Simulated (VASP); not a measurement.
Elastic constants (GPa) of a crystal from PBEsol GGA, VASP's PBE PAW potentials (set 64) in VASP:

```tsv
	xx	yy	zz	yz	xz	xy
xx	89.5	53.8	53.8	0.0	0.0	0.0
yy	53.8	89.5	53.8	0.0	0.0	0.0
zz	53.8	53.8	89.5	0.0	0.0	0.0
yz	0.0	0.0	0.0	39.4	0.0	0.0
xz	0.0	0.0	0.0	0.0	39.4	0.0
xy	0.0	0.0	0.0	0.0	0.0	39.4
```

Problem. Work out the Voigt, Reuss and Hill moduli, Young's modulus and Poisson's ratio.

Solution. All eigenvalues are positive (smallest 35.7 GPa), so the crystal is stable. K_V = (C11+C22+C33+2(C12+C13+C23))/9 = (268.5 + 2×161.4)/9 = 65.7 GPa; G_V = (268.5 − 161.4 + 3×118.2)/15 = 30.8 GPa. From the compliances, K_R = 65.7 GPa and G_R = 26.6 GPa. Hill: K = 65.7 GPa, G = 28.7 GPa, E = 9KG/(3K+G) = 75.1 GPa, ν = (3K−2G)/(2(3K+G)) = 0.309. K/G = 2.29, above Pugh's 1.75; universal anisotropy A^U = 0.79.

Problem. With a density of 5.36 g/cm³, what are the mean sound speeds?

Solution. v_l = √((K+4G/3)/ρ) = 4.40 km/s and v_t = √(G/ρ) = 2.31 km/s. The crystal is ZnSe (space group F-43m), cubic.

The structure comes from a measured ZnSe entry (F-43m) of the Crystallography Open Database, whose conditions weren't checked. It was relaxed first, which changed the volume by -7 %.
